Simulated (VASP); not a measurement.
Molecule: F2CH2, in a box.

```
F C H
1.0
    12.00000    0.00000    0.00000
     0.00000   11.00000    0.00000
     0.00000    0.00000   11.00000
F C H
2 1 2
Direct
  0.41092 0.52241 0.56648
  0.59124 0.48874 0.56783
  0.50121 0.50350 0.49551
  0.48847 0.42022 0.44304
  0.51414 0.58360 0.43835
```

Program: VASP 6.6.1. Alike in all runs: task single point; no spin polarisation; cell as given; k mesh 1 × 1 × 1; smearing gaussian 0.01 eV. Hardware: 1 thread of AMD EPYC 9R45 96-Core Processor (Zen 5), with other jobs on the host.

**Question.** Order these runs on this cell by their wall time, lowest first.
A. level RPBE+D3(BJ); potentials or basis VASP PAW PBE potentials, release 64 (F_h, C_h, H_h); cutoff (eV) 900; further INCAR settings ALGO = Fast; EDIFF = 1e-07; NBANDS = 18
B. level HSE06; potentials or basis VASP PAW PBE potentials, release 64 (F_h, C_h, H_h); cutoff (eV) 900; further INCAR settings ALGO = Normal; EDIFF = 1e-07; grid for exact exchange (PRECFOCK) Fast; screening parameter 0.2 1/A
C. level LDA; potentials or basis VASP PAW LDA potentials, release 64 (F, C, H); cutoff (eV) 520; further INCAR settings ALGO = Normal; EDIFF = 1e-06

**Answer.** C (33 s), A (140 s), B (560 s).

Runs at the PBE level aren't shown here.
